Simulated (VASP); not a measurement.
Output of a VASP run:

OSZICAR:
```
       N       E                     dE             d eps       ncg     rms          rms(c)
DAV:   1     0.961680012115E+02    0.96168E+02   -0.64125E+03  3170   0.123E+03
DAV:   2     0.404113444500E+02   -0.55757E+02   -0.52678E+02  3140   0.254E+02
DAV:   3     0.395912034779E+02   -0.82014E+00   -0.81903E+00  4009   0.361E+01
DAV:   4     0.395861665365E+02   -0.50369E-02   -0.50386E-02  3750   0.273E+00
DAV:   5     0.395860851414E+02   -0.81395E-04   -0.81396E-04  3929   0.313E-01    0.127E+01
DAV:   6     0.383019081126E+02   -0.12842E+01   -0.10039E+01  2970   0.515E+01    0.488E+00
DAV:   7     0.401367093417E+02    0.18348E+01   -0.31792E+00  3092   0.212E+01    0.542E+00
DAV:   8     0.392219972746E+02   -0.91471E+00   -0.16142E-01  3002   0.657E+00    0.397E+00
DAV:   9     0.382263611470E+02   -0.99564E+00   -0.66203E-01  2976   0.979E+00    0.168E+00
DAV:  10     0.381953656232E+02   -0.30996E-01   -0.29806E-02  3323   0.186E+00    0.408E-01
DAV:  11     0.381959269665E+02    0.56134E-03   -0.31457E-03  3082   0.655E-01    0.285E-01
DAV:  12     0.381956894307E+02   -0.23754E-03   -0.46277E-04  3059   0.233E-01    0.146E-01
DAV:  13     0.381957862979E+02    0.96867E-04   -0.20090E-04  3019   0.186E-01    0.178E-02
DAV:  14     0.381957208592E+02   -0.65439E-04   -0.14516E-04  3008   0.139E-01    0.375E-02
DAV:  15     0.381957268112E+02    0.59521E-05   -0.63458E-06  3125   0.283E-02    0.207E-02
DAV:  16     0.381957272679E+02    0.45663E-06   -0.51022E-06  3096   0.215E-02    0.372E-03
DAV:  17     0.381957278515E+02    0.58368E-06   -0.36624E-07  3105   0.710E-03    0.194E-03
DAV:  18     0.381957277888E+02   -0.62694E-07   -0.14576E-07  1609   0.382E-03
   1 F= 0.38195728E+02 E0= 0.38195728E+02  d E =0.000000E+00
       N       E                     dE             ncg
```

**OUTCAR**
```
------------------------ aborting loop because EDIFF is reached ----------------------------------------
  FORCE on cell =-STRESS in cart. coord.  units (eV):
  Direction    XX          YY          ZZ          XY          YZ          ZX
  --------------------------------------------------------------------------------------
  Total       -0.0073872     -0.0073872     -0.0073872      0.0000000      0.0000000     -0.0000000
  in kB       -0.6950600     -0.6950600     -0.6950600      0.0000000      0.0000000     -0.0000000
  external PRESSURE =      -0.6950600 kB  Pullay stress =       0.0000000 kB
  volume of cell :       17.03
      direct lattice vectors                 reciprocal lattice vectors
     0.000000000  2.041956007  2.041956007    -0.244863258  0.244863258  0.244863258
     2.041956007  0.000000000  2.041956007     0.244863258 -0.244863258  0.244863258
     2.041956007  2.041956007  0.000000000     0.244863258  0.244863258 -0.244863258
 POSITION                                       TOTAL-FORCE (eV/Angst)
 -----------------------------------------------------------------------------------
      0.00000      0.00000      0.00000        -0.000000      0.000000      0.000000
 -----------------------------------------------------------------------------------
    total drift:                                0.000000     -0.000000     -0.000000
  FREE ENERGIE OF THE ION-ELECTRON SYSTEM (eV)
  ---------------------------------------------------
  free  energy   TOTEN  =        38.1957277888 eV

  energy  without entropy=       38.1957277888  energy(sigma->0) =       38.19572779

 total charge

# of ion       s       p       d       tot
------------------------------------------
    1        0.546   0.369   8.747   9.662
```
(Selected blocks of OUTCAR.)

**POSCAR**
```
Au
1
    0.0000000000     2.0419560072     2.0419560072
    2.0419560072    -0.0000000000     2.0419560072
    2.0419560072     2.0419560072    -0.0000000000
Au
1
Direct
  0.0000000000   0.0000000000   0.0000000000
```

### Question
Write an INCAR and KPOINTS that could have produced this output.

### Answer
Several could match; the one computed here: the input of the run itself, revTPSS meta-GGA, plane waves, VASP's PBE PAW potentials (set 64).

KPOINTS:
```
Automatic mesh
0
Gamma
17 17 17
0 0 0
```

**INCAR**
```
ALGO = Normal
EDIFF = 1E-7
ENCUT = 520
ISIF = 2
ISMEAR = -5
LASPH = T
LCHARG = F
LMAXMIX = 6
LMIXTAU = T
LORBIT = 11
LREAL = F
LWAVE = F
METAGGA = RTPSS
NEDOS = 601
NELM = 100
PREC = Accurate
SYSTEM = Au
```

### KPOINTS_OPT
```
k-points along high-symmetry lines
10
Line-mode
Reciprocal
  0.000000   0.000000   0.000000 ! GAMMA
  0.500000   0.000000   0.500000 ! X

  0.500000   0.000000   0.500000 ! X
  0.625000   0.250000   0.625000 ! U

  0.375000   0.375000   0.750000 ! K
  0.000000   0.000000   0.000000 ! GAMMA

  0.000000   0.000000   0.000000 ! GAMMA
  0.500000   0.500000   0.500000 ! L

  0.500000   0.500000   0.500000 ! L
  0.500000   0.250000   0.750000 ! W

  0.500000   0.250000   0.750000 ! W
  0.500000   0.000000   0.500000 ! X
```

POTCAR, in this order: Au (PBE.64 set). Program: vasp_std.

For a metal the tetrahedron method with Blöchl corrections gives inexact stress and forces.

The compound is Au in the fcc structure. It was relaxed first.
